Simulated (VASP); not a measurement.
Level of theory: PBE GGA, VASP's PBE PAW potentials (set 64) (plane waves; VASP).

A VASP calculation is set up with these files.

**POSCAR**
```
WS2
1
    1.5933718185    -2.7598009224    -0.0000000000
    1.5933718185     2.7598009224     0.0000000000
   -0.0000000000     0.0000000000    13.8107057737
W S
2 4
Direct
  0.3333330000   0.6666670000   0.2500000000
  0.6666670000   0.3333330000   0.7500000000
  0.3333330000   0.6666670000   0.8639232824
  0.6666670000   0.3333330000   0.3639232824
  0.6666670000   0.3333330000   0.1360767176
  0.3333330000   0.6666670000   0.6360767176
```

INCAR:
```
# general
SYSTEM   =  WS2
PREC     =  Accurate
ENCUT    =  520   # plane-wave cut-off (eV)
LREAL    =  .FALSE.
LASPH    =  .TRUE.

# electronic loop
EDIFF    =  1E-6   # SCF stop (eV)
NELM     =  100
ALGO     =  Normal
LMAXMIX  =  6

# smearing
ISMEAR   =  0   # Gaussian
SIGMA    =  0.05   # width (eV)

# functional
GGA      =  PE   # PBE

# ions
IBRION   =  2
NSW      =  60
ISIF     =  3   # ions, shape and volume
EDIFFG   =  -0.02

# output
LWAVE    =  .FALSE.
LCHARG   =  .FALSE.
```

File KPOINTS:
```
Automatic mesh
0
Gamma
7 7 2
0 0 0
```

POTCAR, in this order: W_sv S (PBE.64 set). Program: vasp_std.

Output

### OSZICAR
```
       N       E                     dE             d eps       ncg     rms          rms(c)
DAV:   1     0.519658924847E+03    0.51966E+03   -0.28822E+04  1120   0.164E+03
DAV:   2    -0.163824792253E+02   -0.53604E+03   -0.52475E+03  1200   0.432E+02
DAV:   3    -0.492535545490E+02   -0.32871E+02   -0.32654E+02  1275   0.986E+01
DAV:   4    -0.501505607046E+02   -0.89701E+00   -0.89550E+00  1226   0.169E+01
DAV:   5    -0.501773638931E+02   -0.26803E-01   -0.26796E-01  1287   0.294E+00    0.368E+01
DAV:   6    -0.477096347307E+02    0.24677E+01   -0.15177E+01  1158   0.222E+01    0.164E+01
DAV:   7    -0.474614405179E+02    0.24819E+00   -0.36545E+00  1159   0.898E+00    0.626E+00
DAV:   8    -0.473600798016E+02    0.10136E+00   -0.53158E-01  1340   0.431E+00    0.179E+00
DAV:   9    -0.473609347915E+02   -0.85499E-03   -0.49249E-02  1378   0.117E+00    0.894E-01
DAV:  10    -0.473597805619E+02    0.11542E-02   -0.25015E-02  1261   0.974E-01    0.280E-01
DAV:  11    -0.473595157134E+02    0.26485E-03   -0.42127E-03  1220   0.396E-01    0.154E-01
DAV:  12    -0.473595037578E+02    0.11956E-04   -0.19205E-04  1226   0.889E-02    0.628E-02
DAV:  13    -0.473595390201E+02   -0.35262E-04   -0.93317E-05  1324   0.521E-02    0.301E-02
DAV:  14    -0.473595440037E+02   -0.49836E-05   -0.99778E-06  1121   0.162E-02    0.106E-02
DAV:  15    -0.473595445565E+02   -0.55285E-06   -0.11759E-06   874   0.695E-03
   1 F= -.47359545E+02 E0= -.47359545E+02  d E =-.473595E+02
       N       E                     dE             d eps       ncg     rms          rms(c)
DAV:   1    -0.473603208383E+02   -0.77683E-03   -0.41506E-02  1076   0.153E+00    0.416E-01
DAV:   2    -0.473596661188E+02    0.65472E-03   -0.62882E-03  1270   0.483E-01    0.174E-01
DAV:   3    -0.473595156070E+02    0.15051E-03   -0.11380E-03  1277   0.162E-01    0.809E-02
DAV:   4    -0.473594716351E+02    0.43972E-04   -0.12078E-04  1206   0.691E-02    0.342E-02
DAV:   5    -0.473594668786E+02    0.47565E-05   -0.44010E-05  1307   0.365E-02    0.190E-02
DAV:   6    -0.473594678671E+02   -0.98852E-06   -0.49624E-06  1100   0.151E-02
   2 F= -.47359468E+02 E0= -.47359468E+02  d E =0.766894E-04
       N       E                     dE             d eps       ncg     rms          rms(c)
DAV:   1    -0.473599598720E+02   -0.49299E-03   -0.13418E-02  1041   0.872E-01    0.237E-01
DAV:   2    -0.473597472327E+02    0.21264E-03   -0.20572E-03  1263   0.277E-01    0.995E-02
DAV:   3    -0.473596966435E+02    0.50589E-04   -0.37263E-04  1235   0.926E-02    0.462E-02
DAV:   4    -0.473596805810E+02    0.16063E-04   -0.39158E-05  1206   0.394E-02    0.193E-02
DAV:   5    -0.473596761567E+02    0.44242E-05   -0.14300E-05  1258   0.208E-02    0.107E-02
DAV:   6    -0.473596749668E+02    0.11899E-05   -0.14284E-06   757   0.859E-03    0.466E-03
DAV:   7    -0.473596743257E+02    0.64107E-06   -0.68134E-07   678   0.481E-03
   3 F= -.47359674E+02 E0= -.47359674E+02  d E =-.129769E-03
```

File OUTCAR:
```
------------------------ aborting loop because EDIFF is reached ----------------------------------------
  FORCE on cell =-STRESS in cart. coord.  units (eV):
  Direction    XX          YY          ZZ          XY          YZ          ZX
  --------------------------------------------------------------------------------------
  Total        0.0727529      0.0727529      0.0874094      0.0000000      0.0000000      0.0000000
  in kB        0.9602131      0.9602131      1.1536533      0.0000000      0.0000000      0.0000000
  external PRESSURE =       1.0246932 kB  Pullay stress =       0.0000000 kB
  volume of cell :      121.39
      direct lattice vectors                 reciprocal lattice vectors
     1.593294403 -2.759666834  0.000000000     0.313815199 -0.181181291  0.000000000
     1.593294403  2.759666834  0.000000000     0.313815199  0.181181291  0.000000000
    -0.000000000 -0.000000000 13.804182786    -0.000000000  0.000000000  0.072441811
 POSITION                                       TOTAL-FORCE (eV/Angst)
 -----------------------------------------------------------------------------------
      1.59329      0.91989      3.45105         0.000000     -0.000000     -0.000000
      1.59329     -0.91989     10.35314        -0.000000      0.000000     -0.000000
      1.59329      0.91989     11.92476        -0.000000     -0.000000     -0.012404
      1.59329     -0.91989      5.02267         0.000000     -0.000000     -0.012404
      1.59329     -0.91989      1.87942         0.000000      0.000000      0.012404
      1.59329      0.91989      8.78151        -0.000000      0.000000      0.012404
 -----------------------------------------------------------------------------------
    total drift:                                0.000000      0.001204     -0.000033
  FREE ENERGIE OF THE ION-ELECTRON SYSTEM (eV)
  ---------------------------------------------------
  free  energy   TOTEN  =       -47.3596743257 eV

  energy  without entropy=      -47.3596743257  energy(sigma->0) =      -47.35967433

 reached required accuracy - stopping structural energy minimisation
```
(Selected blocks of OUTCAR.)

CONTCAR:
```
WS2
   1.00000000000000
     1.5932944026905789   -2.7596668342880664    0.0000000000000000
     1.5932944026905789    2.7596668342880664    0.0000000000000000
    -0.0000000000000000   -0.0000000000000000   13.8041827859487434
  W               S
     2     4
Direct
     0.3333330000000032    0.6666669999999968    0.2500000000000000
     0.6666669999999968    0.3333330000000032    0.7500000000000000
     0.3333330000000032    0.6666669999999968    0.8638515692043059
     0.6666669999999968    0.3333330000000032    0.3638515692043059
     0.6666669999999968    0.3333330000000032    0.1361484307956941
     0.3333330000000032    0.6666669999999968    0.6361484307956941
```

Without a dispersion term in the relaxation, distances and binding between the weakly bound layers, chains or molecules are unreliable, and so is what depends on them.

The compound is WS2 in the 2H layered structure. This run relaxes it. Symmetry was kept, so distortions that lower it aren't found. The start is the result of an earlier pass.
